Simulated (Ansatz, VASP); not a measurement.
**Cross-check of TlCrF3 between VASP and Ansatz**

Wanted: the spread between two codes on one cell, functional and k mesh. The cell is invented: As first built, before any earlier steps moved the atoms: it takes the KCrF3 structure with some of its atoms replaced by other elements, volume scaled by an estimate. It may not be a known or stable phase. The cell comes out of the VASP series on this material, whose earlier steps may have relaxed, scaled or displaced it; both programs get it as it stands.

Method: plane waves, with VASP 6.6.1 beside it; single point at PBE and single point at r2SCAN, DFT+U, in Ansatz 0.2.0.

## Step 1: The structure

The structure is tetragonal, space group P4/mmm (No. 123). Conventional cell: a = 4.209 Å, b = 4.209 Å, c = 4.341 Å, α = 90.00°, β = 90.00°, γ = 90.00°. Nearest to Tl lie 12 F at 2.98 to 3.02 Å. Nearest to Cr lie 6 F at 2.10 to 2.17 Å. F has 2 Cr at 2.17 Å nearest. Nearest to F lie 2 Cr at 2.10 Å. As first built, before any earlier steps moved the atoms: sites of the KCrF3 structure (space group 123) filled with other elements, volume scaled by an estimate. Farther neighbours and most contacts between anions are not listed.

Structure file:

```xyz
5
Lattice="4.2086 0.0000 0.0000 0.0000 4.2086 0.0000 0.0000 0.0000 4.3408" Properties=species:S:1:pos:R:3 pbc="T T T"
Tl    2.1043    2.1043    2.1704
Cr    0.0000    0.0000    0.0000
F     0.0000    0.0000    2.1704
F     0.0000    2.1043    0.0000
F     2.1043    0.0000    0.0000
```

## Step 2: VASP: single point, PBE

A single point gives forces, pressure and levels at one fixed geometry, so differences don't come from the geometry; what else differs is listed under the comparison.

Lines of VASP's logs that name or quote its potential files are left out, and so is its time.

INCAR

```
SYSTEM = TlCrF3
PREC = Accurate
ENCUT = 520
EDIFF = 1E-06
NELM = 100
ISMEAR = -1
SIGMA = 0.05
LREAL = .FALSE.
ALGO = Normal
GGA = PE
NBANDS = 31
ISPIN = 2
MAGMOM = 0 3 0 0 0
LMAXMIX = 4
LORBIT = 11
LWAVE = .FALSE.
LCHARG = .TRUE.
ISIF = 2
LELF = .TRUE.
LVHAR = .TRUE.
```

POSCAR

```
TlCrF3
1.0
    4.2086387081      0.0000000000      0.0000000000
    0.0000000000      4.2086387081      0.0000000000
    0.0000000000      0.0000000000      4.3407705160
Tl Cr F
1 1 3
Direct
    0.5000000000      0.5000000000      0.5000000000
    0.0000000000      0.0000000000      0.0000000000
    0.0000000000      0.0000000000      0.5000000000
    0.0000000000      0.5000000000      0.0000000000
    0.5000000000      0.0000000000      0.0000000000
```

KPOINTS

```
Automatic mesh
0
Gamma
5 5 5
0 0 0
```

The projector-augmented-wave data sets are Tl_d, Cr_pv and F (PBE family, release 64).

On the command line:

```sh
$ mpirun -np 2 vasp_std
```

Numbers of over 12 decimals in the logs are rounded to 6 here.

Output:

```text
[banner, memory and clock lines left out]
running    2 mpi-ranks, on    1 nodes
 distrk:  each k-point on    2 cores,    1 groups
 distr:  one band on    1 cores,    2 groups

 POSCAR found type information on POSCAR TlCrF
 POSCAR found :  3 types and       5 ions
 LDA part: xc-table for (Slater+PW92), standard interpolation
|                                                                             |
|           W    W    AA    RRRRR   N    N  II  N    N   GGGG   !!!           |
|           W    W   A  A   R    R  NN   N  II  NN   N  G    G  !!!           |
|           W    W  A    A  R    R  N N  N  II  N N  N  G       !!!           |
|           W WW W  AAAAAA  RRRRR   N  N N  II  N  N N  G  GGG   !            |
|           WW  WW  A    A  R   R   N   NN  II  N   NN  G    G                |
|           W    W  A    A  R    R  N    N  II  N    N   GGGG   !!!           |
|                                                                             |
|     The number of bands has been changed from the values supplied in        |
|     The orbitals not found in the WAVECAR file will be initialized with     |
|     random numbers, which is usually adequate. For correlated               |
|     calculations, however, you should redo the groundstate calculation.     |
|     I found NBANDS = 31. Now, NBANDS = 32.                                  |
|                                                                             |

 POSCAR, INCAR and KPOINTS ok, starting setup
 FFT: planning ... GRIDC
 FFT: planning ... GRID_SOFT
 FFT: planning ... GRID
 WAVECAR not read
 entering main loop
       N       E                     dE             d eps       ncg     rms          rms(c)
DAV:   1     0.432845211034E+03    0.43285E+03   -0.24992E+04  2304   0.144E+03
DAV:   2    -0.313570130988E+01   -0.43598E+03   -0.41519E+03  2608   0.403E+02
DAV:   3    -0.300471127082E+02   -0.26911E+02   -0.26643E+02  2712   0.106E+02
DAV:   4    -0.303554159747E+02   -0.30830E+00   -0.30798E+00  2640   0.120E+01
DAV:   5    -0.303607062596E+02   -0.52903E-02   -0.52773E-02  2864   0.156E+00    0.146E+01
DAV:   6    -0.280500151295E+02    0.23107E+01   -0.28016E+01  2512   0.346E+01    0.144E+01
DAV:   7    -0.275912946334E+02    0.45872E+00   -0.24230E+00  2376   0.171E+01    0.775E+00
DAV:   8    -0.275227796288E+02    0.68515E-01   -0.43031E-01  2632   0.416E+00    0.389E+00
DAV:   9    -0.274916636853E+02    0.31116E-01   -0.19019E-01  2704   0.310E+00    0.860E-01
DAV:  10    -0.274916864907E+02   -0.22805E-04   -0.51832E-02  2488   0.161E+00    0.452E-01
DAV:  11    -0.274927010372E+02   -0.10145E-02   -0.24636E-03  2552   0.379E-01    0.105E-01
DAV:  12    -0.274928877002E+02   -0.18666E-03   -0.27781E-04  2656   0.989E-02    0.655E-02
DAV:  13    -0.274930253785E+02   -0.13768E-03   -0.11035E-04  2544   0.616E-02    0.338E-02
DAV:  14    -0.274930495475E+02   -0.24169E-04   -0.27980E-05  2480   0.335E-02    0.161E-02
DAV:  15    -0.274930558462E+02   -0.62988E-05   -0.88312E-06  2568   0.161E-02    0.978E-03
DAV:  16    -0.274930556503E+02    0.19589E-06   -0.96224E-07  1880   0.626E-03
   1 F= -.27493056E+02 E0= -.27487691E+02  d E =-.107290E-01  mag=     4.0000
```

OUTCAR, selected parts (step 2):

```text
ion  position               nearest neighbor table
   1  0.500  0.500  0.500-   3 2.98   3 2.98   3 2.98   3 2.98
   2  0.000  0.000  0.000-   4 2.10   5 2.10   4 2.10   5 2.10   3 2.17   3 2.17
   3  0.000  0.000  0.500-   2 2.17   2 2.17   1 2.98   1 2.98   1 2.98   1 2.98
   4  0.000  0.500  0.000-   2 2.10   2 2.10
   5  0.500  0.000  0.000-   2 2.10   2 2.10

  LATTYP: Found a simple tetragonal cell.
 ALAT       =     4.2086387081
 C/A-ratio  =     1.0313953791

 Subroutine GETGRP returns: Found 16 space group operations
 (whereof 16 operations were pure point group operations)

The static configuration has the point symmetry D_4h.

 Found     18 irreducible k-points:

   k-points           NKPTS =     18   k-points in BZ     NKDIM =     18   number of bands    NBANDS=     32

   dimension x,y,z NGX =    32 NGY =   32 NGZ =   32
   dimension x,y,z NGXF=    64 NGYF=   64 NGZF=   64

   ENCUT  =  520.0 eV  38.22 Ry    6.18 a.u.   7.83  7.83  8.07*2*pi/ulx,y,z

   NELECT =      46.0000    total number of electrons

 k-points in reciprocal lattice and weights: Automatic mesh
   0.00000000  0.00000000  0.00000000       0.008
   0.20000000  0.00000000  0.00000000       0.032
   0.40000000  0.00000000  0.00000000       0.032
   0.20000000  0.20000000  0.00000000       0.032
   0.40000000  0.20000000  0.00000000       0.064
   0.40000000  0.40000000  0.00000000       0.032
   0.00000000  0.00000000  0.20000000       0.016
   0.20000000  0.00000000  0.20000000       0.064
   0.40000000  0.00000000  0.20000000       0.064
[...]
0.40000000  0.20000000  0.40000000       0.128
   0.40000000  0.40000000  0.40000000       0.064

 average (electrostatic) potential at core
       1 -84.9987       2 -71.0502       3 -75.6876       4 -75.8957       5 -75.8957

 E-fermi :   5.2581

 spin component 1
 k-point     1 :       0.0000    0.0000    0.0000
  band No.  band energies     occupation
    ...
     22       3.5150      1.00000
     23       3.5621      1.00000
     24       3.5621      1.00000
     25       4.4693      1.00000
     26       4.5453      1.00000
     27       9.5593      0.00000
     28       9.6060      0.00000
     29       9.9418      0.00000
     30       9.9418      0.00000
     31      10.8713      0.00000
    ...

 k-point     2 :       0.2000    0.0000    0.0000
  band No.  band energies     occupation
    ...
     22       3.5621      1.00000
     23       3.7034      1.00000
     24       3.7499      1.00000
     25       4.4862      1.00000
     26       4.8960      0.99929
     27       7.9263      0.00000
     28       9.5564      0.00000
     29       9.8760      0.00000
     30      10.6461      0.00000
     31      10.8859      0.00000
    ...

 k-point     3 :       0.4000    0.0000    0.0000
  band No.  band energies     occupation
    ...
     22       3.5621      1.00000
     23       3.9922      1.00000
     24       4.0383      1.00000
     25       4.4839      1.00000
     26       5.0212      0.99133
     27       6.5471      0.00000
     28       9.4779      0.00000
     29       9.7687      0.00000
     30      10.8633      0.00000
     31      11.8984      0.00000
    ...

 k-point     4 :       0.2000    0.2000    0.0000
  band No.  band energies     occupation
    ...
     22       3.7402      1.00000
     23       3.7635      1.00000
     24       3.8585      1.00000
     25       4.6174      1.00000
     26       5.1963      0.77483
     27       7.7641      0.00000
     28       8.5607      0.00000
     29       9.4744      0.00000
     30      10.8600      0.00000
     31      11.4032      0.00000
    ...

 k-point     5 :       0.4000    0.2000    0.0000
  band No.  band energies     occupation
    ...
     21       1.2553      1.00000
     22       3.7551      1.00000
     23       4.0444      1.00000
     24       4.1114      1.00000
     25       4.6356      1.00000
     26       5.5208      0.00521
     27       6.7401      0.00000
     28       8.5319      0.00000
     29       9.3399      0.00000
     30      10.8641      0.00000
    ...

 k-point     6 :       0.4000    0.4000    0.0000
  band No.  band energies     occupation
    ...
     21       1.2198      1.00000
     22       4.0498      1.00000
     23       4.0589      1.00000
     24       4.3224      1.00000
     25       4.7541      0.99996
     26       6.2715      0.00000
     27       7.1007      0.00000
     28       7.3576      0.00000
     29       9.1147      0.00000
     30      10.8640      0.00000
    ...

  Total        0.1570003      0.1570003     -0.3045208      0.0000000     -0.0000000      0.0000000
  in kB        3.2716046      3.2716046     -6.3456700      0.0000000     -0.0000000      0.0000000
  external PRESSURE =       0.0658464 kB  Pullay stress =       0.0000000 kB

  energy-cutoff  :      520.00
  volume of cell :       76.89
      direct lattice vectors                 reciprocal lattice vectors
     4.208638708  0.000000000  0.000000000     0.237606521  0.000000000  0.000000000
     0.000000000  4.208638708  0.000000000     0.000000000  0.237606521  0.000000000
     0.000000000  0.000000000  4.340770516     0.000000000  0.000000000  0.230373846

 POSITION                                       TOTAL-FORCE (eV/Angst)
 -----------------------------------------------------------------------------------
      2.10432      2.10432      2.17039         0.000000      0.000000      0.000000
      0.00000      0.00000      0.00000         0.000000      0.000000      0.000000
      0.00000      0.00000      2.17039         0.000000      0.000000      0.000000
      0.00000      2.10432      0.00000         0.000000      0.000000      0.000000
      2.10432      0.00000      0.00000         0.000000      0.000000      0.000000
 -----------------------------------------------------------------------------------
    total drift:                                0.000000      0.000000     -0.000000

  FREE ENERGIE OF THE ION-ELECTRON SYSTEM (eV)
  ---------------------------------------------------
  free  energy   TOTEN  =       -27.4930556503 eV

  energy  without entropy=      -27.4823266899  energy(sigma->0) =      -27.48769117

 total charge
# of ion       s       p       d       tot
------------------------------------------
    1        1.336   0.085   9.678  11.099
    2        0.158   6.143   4.094  10.395
    3        1.739   4.326   0.000   6.066
    4        1.738   4.340   0.000   6.078
    5        1.738   4.340   0.000   6.078
--------------------------------------------------
tot          6.709  19.234  13.772  39.715

 magnetization (x)
# of ion       s       p       d       tot
------------------------------------------
    1       -0.000   0.005   0.001   0.006
    2        0.026   0.020   3.656   3.702
    3        0.006   0.008   0.000   0.013
    4        0.005   0.010   0.000   0.015
    5        0.005   0.010   0.000   0.015
--------------------------------------------------
tot          0.041   0.052   3.657   3.750

[... 6 further parts left out ...]
```

With spin, VASP writes an ELF for each channel. Oxides and halides of Cr are often magnetic insulators, and a metal at this level, without U or exact exchange, may be an artefact.

(Part 1 of 2 ends here.)

[Lines on the potential files, build, host, timing and source positions are cut from VASP's logs without a mark.]

[Logs are printed without paths, hosts, clocks, repeated set-up lines and the standing remarks that a program may print on its own settings, such as how far it seeks lower states.]

[Hosts, paths, dates, database ids (printed as entryN), source tags and the programs' standing remarks are cut or masked in the printed files.]
